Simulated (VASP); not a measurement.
Data:

```xyz
3
Lattice="1.7614 -3.0509 0.0000 1.7614 3.0509 0.0000 0.0000 0.0000 6.9741" Properties=species:S:1:pos:R:3 pbc="T T T"
Pt     0.0000     0.0000     0.0000
S      1.7614     1.0170     1.2028
S      1.7614    -1.0170     5.7713
```

The numbers are results of RPBE GGA, VASP's PBE PAW potentials (set 64) (plane waves; VASP 6.6.1), not measurements. Settings: 520 eV cut-off, 7×7×3 Γ-centred mesh, Gaussian smearing of 0.050 eV, potentials Pt S.

Without a dispersion term in the relaxation, distances and binding between the weakly bound layers, chains or molecules are unreliable, and so is what depends on them.

Task: The ions and cell shape at fixed volume are relaxed. Predict the relaxed structure.

Result: 
```xyz
3
Lattice="1.7956 -3.1100 0.0000 1.7956 3.1100 0.0000 0.0000 0.0000 6.7116" Properties=species:S:1:pos:R:3 pbc="T T T"
Pt     0.0000     0.0000     0.0000
S      1.7956     1.0367     1.2300
S      1.7956    -1.0367     5.4816
```
Space group P-3m1 (164), at a tolerance of 0.03 Å.

Task: How much energy does the relaxation gain?

Result: The energy (σ→0) changes by -28.4 meV/atom, in 6 ionic steps.

```json
[
 {"step": "1", "E(σ→0) (eV)": "-14.1923", "max force (eV/Å)": "0.876", "pressure (GPa)": "6.33", "volume (Å³)": "74.96"},
 {"step": "2", "E(σ→0) (eV)": "-14.2561", "max force (eV/Å)": "0.337", "pressure (GPa)": "3.14", "volume (Å³)": "74.96"},
 {"step": "3", "E(σ→0) (eV)": "-14.2727", "max force (eV/Å)": "0.144", "pressure (GPa)": "0.28", "volume (Å³)": "74.96"},
 {"step": "4", "E(σ→0) (eV)": "-14.2730", "max force (eV/Å)": "0.093", "pressure (GPa)": "0.58", "volume (Å³)": "74.96"},
 {"step": "5", "E(σ→0) (eV)": "-14.2767", "max force (eV/Å)": "0.035", "pressure (GPa)": "0.41", "volume (Å³)": "74.96"},
 {"step": "6", "E(σ→0) (eV)": "-14.2774", "max force (eV/Å)": "0.003", "pressure (GPa)": "0.29", "volume (Å³)": "74.96"}
]
```

The compound is PtS2 in the 1T layered structure. This cell is one point of a volume scan, at 0.94 of the reference volume. Symmetry was kept, so distortions that lower it aren't found.
